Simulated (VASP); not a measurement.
Here is the system:

```
CELL_PARAMETERS angstrom
      4.01076     0.00000     0.00000
     -2.00538     3.47342     0.00000
      0.00000     0.00000     6.72099
ATOMIC_POSITIONS crystal
  Zn 0.33333 0.66667 0.98897
  Cd 0.00000 0.00000 0.51928
  Se 0.33333 0.66667 0.35124
  S  0.00000 0.00000 0.89249
```

Calculation: PBEsol GGA, VASP's PBE PAW potentials (set 64) (plane waves; VASP). Settings: 400 eV cut-off, Gaussian smearing of 0.050 eV, potentials Zn Cd Se S.

Problem. Predict the band gap (along the path) with the smallest direct gap where there is one.

Solution. 
band gap (along the path): 0.58 eV
smallest direct gap (along the path): 0.58 eV

The structure comes from a computed database's ZnCdSeS entry (P3m1); how it stands against other phases isn't given here. It was relaxed first, which changed the volume by -6 %.
